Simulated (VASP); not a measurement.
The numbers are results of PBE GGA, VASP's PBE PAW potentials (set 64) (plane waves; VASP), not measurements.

Input for VASP

INCAR:
```
# general
SYSTEM  =  Be
PREC    =  Accurate
ENCUT   =  520   # plane-wave cut-off (eV)
LREAL   =  .FALSE.   # projection in real space or not
LASPH   =  .TRUE.   # aspherical one-centre terms

# electronic loop
EDIFF   =  1E-7   # SCF stop (eV)
NELM    =  100   # most electronic steps
ALGO    =  Normal

# smearing
ISMEAR  =  1
SIGMA   =  0.1

# functional
GGA     =  PE   # PBE

# ions
IBRION  =  2
NSW     =  30   # most ionic steps
ISIF    =  4   # ions and shape, fixed volume
EDIFFG  =  -0.01   # ionic stop

# output
LWAVE   =  .FALSE.
LCHARG  =  .FALSE.
```

**POSCAR**
```
Be
1.0
  1.1446845074  -1.9826515544   0.0000000000
  1.1446845074   1.9826515544   0.0000000000
  0.0000000000   0.0000000000   3.5930569729
Be
2
Direct
  0.3333330000   0.6666670000   0.2500000000
  0.6666670000   0.3333330000   0.7500000000
```

**KPOINTS**
```
Automatic
0
gamma
18 18 10
0 0 0
```

POTCAR, in this order: Be (PBE.64 set). Program: vasp_std.

**Question.** What will the output report for the number of irreducible k-points (NKPTS), largest plane-wave count, number of space-group operations, FFT grid (NGX, NGY, NGZ)?

**Answer.** 
| Item | Result |
|---|---|
| number of irreducible k-points (NKPTS) | 222 |
| largest plane-wave count | 462 |
| number of space-group operations | 24 |
| FFT grid (NGX, NGY, NGZ) | 18 × 18 × 28 |

The compound is Be in the hcp structure. This cell is one point of a volume scan, at 1.03 of the reference volume. Symmetry was kept, so distortions that lower it aren't found.
